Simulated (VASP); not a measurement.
Output of a VASP run:

### OSZICAR
```
       N       E                     dE             d eps       ncg     rms          rms(c)
DAV:   1     0.168910437967E+03    0.16891E+03   -0.88590E+03   200   0.151E+03
DAV:   2    -0.197680282793E+00   -0.16911E+03   -0.15304E+03   204   0.544E+02
DAV:   3    -0.112363277444E+02   -0.11039E+02   -0.10856E+02   256   0.132E+02
DAV:   4    -0.115619233081E+02   -0.32560E+00   -0.32541E+00   240   0.303E+01
DAV:   5    -0.115733866250E+02   -0.11463E-01   -0.11463E-01   248   0.522E+00    0.529E+00
DAV:   6    -0.106790251049E+02    0.89436E+00   -0.24888E+00   304   0.270E+01    0.208E+00
DAV:   7    -0.106537270906E+02    0.25298E-01   -0.28892E-02   220   0.401E+00    0.113E+00
DAV:   8    -0.106477305040E+02    0.59966E-02   -0.38348E-02   252   0.603E+00    0.139E-01
DAV:   9    -0.106487118852E+02   -0.98138E-03   -0.29163E-03   248   0.758E-01    0.744E-02
DAV:  10    -0.106487406409E+02   -0.28756E-04   -0.24232E-04   272   0.357E-01    0.101E-02
DAV:  11    -0.106487374709E+02    0.31700E-05   -0.88588E-06   280   0.865E-02    0.292E-03
DAV:  12    -0.106487406442E+02   -0.31733E-05   -0.19503E-06   236   0.234E-02    0.282E-03
DAV:  13    -0.106487422103E+02   -0.15660E-05   -0.12364E-07   268   0.107E-02    0.394E-04
DAV:  14    -0.106487424091E+02   -0.19883E-06   -0.30216E-09   152   0.112E-03    0.374E-04
DAV:  15    -0.106487424187E+02   -0.96550E-08   -0.66497E-10   136   0.526E-04
   1 F= -.10648742E+02 E0= -.10648742E+02  d E =-.394084E-19
```

File OUTCAR:
```
------------------------ aborting loop because EDIFF is reached ----------------------------------------
  FORCE on cell =-STRESS in cart. coord.  units (eV):
  Direction    XX          YY          ZZ          XY          YZ          ZX
  --------------------------------------------------------------------------------------
  Total       -0.8545068     -0.8545068     -0.8545068      0.0000000     -0.0000000     -0.0000000
  in kB      -51.0880304    -51.0880304    -51.0880304      0.0000000     -0.0000000     -0.0000000
  external PRESSURE =     -51.0880304 kB  Pullay stress =       0.0000000 kB
  volume of cell :       26.80
      direct lattice vectors                 reciprocal lattice vectors
     0.000000000  2.375157000  2.375157000    -0.210512400  0.210512400  0.210512400
     2.375157000  0.000000000  2.375157000     0.210512400 -0.210512400  0.210512400
     2.375157000  2.375157000  0.000000000     0.210512400  0.210512400 -0.210512400
  FREE ENERGIE OF THE ION-ELECTRON SYSTEM (eV)
  ---------------------------------------------------
  free  energy   TOTEN  =       -10.6487424187 eV

  energy  without entropy=      -10.6487424187  energy(sigma->0) =      -10.64874242
```
(Selected blocks of OUTCAR.)

File POSCAR:
```
NaF
1
    0.0000000000     2.3751570000     2.3751570000
    2.3751570000     0.0000000000     2.3751570000
    2.3751570000     2.3751570000     0.0000000000
Na F
1 1
Direct
  0.0000000000   0.0000000000   0.0000000000
  0.5000000000   0.5000000000   0.5000000000
```

**Question.** Reconstruct the remaining input files.

**Answer.** Several could match; the one computed here: the input of the run itself, PBE GGA, plane waves, VASP's PBE PAW potentials (set 64).

**KPOINTS**
```
Automatic mesh
0
Gamma
4 4 4
0 0 0
```

**INCAR**
```
SYSTEM = NaF
PREC = Normal; ENCUT = 500; LREAL = .FALSE.
LASPH = .TRUE.
EDIFF = 1E-8; NELM = 100; ALGO = Normal
ISMEAR = 0; SIGMA = 0.01
GGA = PE
LWAVE = .TRUE.; LCHARG = .FALSE.
```

POTCAR, in this order: Na_sv_GW F_GW_new (PBE.64 set). Program: vasp_std.

The compound is NaF in the rock salt structure. This cell is one point of a volume scan, at 1.08 of the reference volume. The k-mesh is coarse (spacing up to 0.57 per Å, 2π included), so the numbers may not be converged in it.
